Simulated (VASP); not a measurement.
Output of a VASP run:

OUTCAR:
```
 ion  position               nearest neighbor table
   1  0.000  0.000  0.000-   2 2.59   2 2.59   2 2.59   2 2.59
   2  0.250  0.250  0.250-   1 2.59   1 2.59   1 2.59   1 2.59
  LATTYP: Found a face centered cubic cell.
 ALAT       =     5.9765389326
 Subroutine PRICEL returns:
 Original cell was already a primitive cell.
 Subroutine GETGRP returns: Found 24 space group operations
The static configuration has the point symmetry T_d .
The dynamic configuration has the point symmetry T_d .
 Subroutine INISYM returns: Found 24 space group operations
 Subroutine IBZKPT returns following result:
 Found     29 irreducible k-points:

 Following reciprocal coordinates:
            Coordinates               Weight
  0.000000  0.000000  0.000000      1.000000
  0.125000  0.000000  0.000000      8.000000
  0.250000  0.000000  0.000000      8.000000
  0.375000  0.000000  0.000000      8.000000
  0.500000  0.000000  0.000000      4.000000
  0.125000  0.125000  0.000000      6.000000
  0.250000  0.125000  0.000000     24.000000
  0.375000  0.125000  0.000000     24.000000
  0.500000  0.125000  0.000000     24.000000
 -0.375000  0.125000  0.000000     24.000000
 -0.250000  0.125000  0.000000     24.000000
 -0.125000  0.125000  0.000000     12.000000
  0.250000  0.250000  0.000000      6.000000
  0.375000  0.250000  0.000000     24.000000
  0.500000  0.250000  0.000000     24.000000
 -0.375000  0.250000  0.000000     24.000000
 -0.250000  0.250000  0.000000     12.000000
  0.375000  0.375000  0.000000      6.000000
  0.500000  0.375000  0.000000     24.000000
 -0.375000  0.375000  0.000000     12.000000
  0.500000  0.500000  0.000000      3.000000
  0.375000  0.250000  0.125000     24.000000
  0.500000  0.250000  0.125000     48.000000
 -0.375000  0.250000  0.125000     24.000000
  0.500000  0.375000  0.125000     24.000000
 -0.375000  0.375000  0.125000     48.000000
 -0.250000  0.375000  0.125000     24.000000
 -0.375000  0.500000  0.125000     12.000000
 -0.250000  0.500000  0.250000      6.000000
   k-points           NKPTS =     29   k-points in BZ     NKDIM =     29   number of bands    NBANDS=     13
   number of dos      NEDOS =    301   number of ions     NIONS =      2
   total plane-waves  NPLWV =  27000
   dimension x,y,z NGX =    30 NGY =   30 NGZ =   30
   dimension x,y,z NGXF=    60 NGYF=   60 NGZF=   60
   ions per type =               1   1
   PREC   = accura    normal or accurate (medium, high low for compatibility)
   ISTART =      0    job   : 0-new  1-cont  2-samecut
   ICHARG =      2    charge: 1-file 2-atom 10-const
   ISPIN  =      1    spin polarized calculation?
   LNONCOLLINEAR =      F non collinear calculations
   LSORBIT =      F    spin-orbit coupling
   INIWAV =      1    electr: 0-lowe 1-rand  2-diag
   ENCUT  =  480.0 eV  35.28 Ry    5.94 a.u.   7.55  7.55  7.55*2*pi/ulx,y,z
   NELM   =    100;   NELMIN=  2; NELMDL= -5     # of ELM steps
   EDIFF  = 0.1E-06   stopping-criterion for ELM
   LREAL  =      F    real-space projection
   NLSPLINE    = F    spline interpolate recip. space projectors
   LMAXMIX     =    4 max onsite mixed and CHGCAR
   VOSKOWN=      0    Vosko Wilk Nusair interpolation
   EDIFFG = -.1E-01   stopping-criterion for IOM
   NSW    =     40    number of steps for IOM
   NBLOCK =      1;   KBLOCK =     40    inner block; outer block
   IBRION =      2    ionic relax: 0-MD 1-quasi-New 2-CG
   NFREE  =      1    steps in history (QN), initial steepest desc. (CG)
   ISIF   =      3    stress and relaxation
   ISYM   =      2    0-nonsym 1-usesym 2-fastsym
   TEIN   =    0.0    initial temperature
   TEBEG  =    0.0;   TEEND  =   0.0 temperature during run
   SMASS  =  -3.00    Nose mass-parameter (am)
   PSTRESS=   10.0 pullay stress
   NELECT =      18.0000    total number of electrons
   EFERMI =   0.00;   METHOD = LEGACY
   ISMEAR =     0;   SIGMA  =   0.05  broadening in eV -4-tet -1-fermi 0-gaus
   IALGO  =     38    algorithm
...
```

File OSZICAR:
```
       N       E                     dE             d eps       ncg     rms          rms(c)
DAV:   1     0.742031740524E+02    0.74203E+02   -0.79007E+03   754   0.145E+03
DAV:   2    -0.309888308187E+02   -0.10519E+03   -0.98881E+02   764   0.273E+02
DAV:   3    -0.388447454920E+02   -0.78559E+01   -0.77404E+01  1025   0.861E+01
DAV:   4    -0.390820423615E+02   -0.23730E+00   -0.23715E+00   892   0.130E+01
DAV:   5    -0.390890235906E+02   -0.69812E-02   -0.69811E-02  1109   0.242E+00    0.616E+00
DAV:   6    -0.361053811444E+02    0.29836E+01   -0.88651E+00   759   0.839E+01    0.497E+00
DAV:   7    -0.357931067085E+02    0.31227E+00   -0.15967E+00   854   0.486E+01    0.249E+00
DAV:   8    -0.358112631751E+02   -0.18156E-01   -0.59878E-01   880   0.223E+01    0.145E+00
DAV:   9    -0.357328859354E+02    0.78377E-01   -0.21455E-01   950   0.128E+01    0.209E-01
DAV:  10    -0.357896890225E+02   -0.56803E-01   -0.26306E-02   764   0.176E+00    0.104E-01
DAV:  11    -0.357899310162E+02   -0.24199E-03   -0.54356E-04   944   0.239E-01    0.759E-02
DAV:  12    -0.357895078333E+02    0.42318E-03   -0.11941E-03   894   0.110E+00    0.102E-01
DAV:  13    -0.357900616337E+02   -0.55380E-03   -0.13078E-03   904   0.114E+00    0.152E-02
DAV:  14    -0.357900574331E+02    0.42007E-05   -0.42420E-05   784   0.615E-02    0.968E-03
DAV:  15    -0.357900761506E+02   -0.18718E-04   -0.17508E-05   898   0.989E-02    0.332E-03
DAV:  16    -0.357900756419E+02    0.50870E-06   -0.12309E-06   959   0.109E-02    0.149E-03
DAV:  17    -0.357900766633E+02   -0.10214E-05   -0.10884E-06   818   0.153E-02    0.111E-03
DAV:  18    -0.357900766830E+02   -0.19664E-07   -0.10532E-07   542   0.455E-03
   1 F= -.35456974E+02 E0= -.35456974E+02  d E =-.354570E+02
```

**OUTCAR**
```
------------------------ aborting loop because EDIFF is reached ----------------------------------------
  FORCE on cell =-STRESS in cart. coord.  units (eV):
  Direction    XX          YY          ZZ          XY          YZ          ZX
  --------------------------------------------------------------------------------------
  Total        0.3199789      0.3199789      0.3199789      0.0000000     -0.0000000      0.0000000
  in kB        9.6060024      9.6060024      9.6060024      0.0000000     -0.0000000      0.0000000
  external PRESSURE =      -0.3939976 kB  Pullay stress =      10.0000000 kB
  volume of cell :       53.37
      direct lattice vectors                 reciprocal lattice vectors
     0.000000000  2.988269466  2.988269466    -0.167320921  0.167320921  0.167320921
     2.988269466  0.000000000  2.988269466     0.167320921 -0.167320921  0.167320921
     2.988269466  2.988269466  0.000000000     0.167320921  0.167320921 -0.167320921
  FREE ENERGIE OF THE ION-ELECTRON SYSTEM (eV)
  ---------------------------------------------------
  free  energy   TOTEN  =       -35.7900766830 eV

  energy  without entropy=      -35.7900766830  energy(sigma->0) =      -35.79007668
  enthalpy is  TOTEN    =       -35.4569735748 eV   P V=        0.3331031082

 reached required accuracy - stopping structural energy minimisation
```
(Selected blocks of OUTCAR.)

POSCAR:
```
CuI
1
   -0.0000000000     2.9882694663     2.9882694663
    2.9882694663     0.0000000000     2.9882694663
    2.9882694663     2.9882694663     0.0000000000
Cu I
1 1
Direct
  0.0000000000   0.0000000000   0.0000000000
  0.2500000000   0.2500000000   0.2500000000
```

Task: Reconstruct the remaining input files.

Result: Several could match; the one computed here: the input of the run itself, r2SCAN meta-GGA, plane waves, VASP's PBE PAW potentials (set 64).

INCAR:
```
PSTRESS = 10
SYSTEM = CuI
EDIFF = 1E-7   ! SCF stop (eV)
EDIFFG = -0.01   ! ionic stop
PREC = Accurate
ISMEAR = 0
SIGMA = 0.05   ! width (eV)
IBRION = 2
METAGGA = R2SCAN
LWAVE = F
ENCUT = 480   ! plane-wave cut-off (eV)
LREAL = F   ! projection in real space or not
ALGO = Normal
LMIXTAU = T
LMAXMIX = 4   ! l cut-off of mixed one-centre charges
NELM = 100
LCHARG = F
LASPH = T   ! aspherical one-centre terms
ISIF = 3
NSW = 40   ! most ionic steps
```

**KPOINTS**
```
Automatic mesh
0
Gamma
8 8 8
0 0 0
```

POTCAR, in this order: Cu I (PBE.64 set). Program: vasp_std.

The compound is CuI in the zinc blende structure. It was relaxed first under an external pressure of 1 GPa.
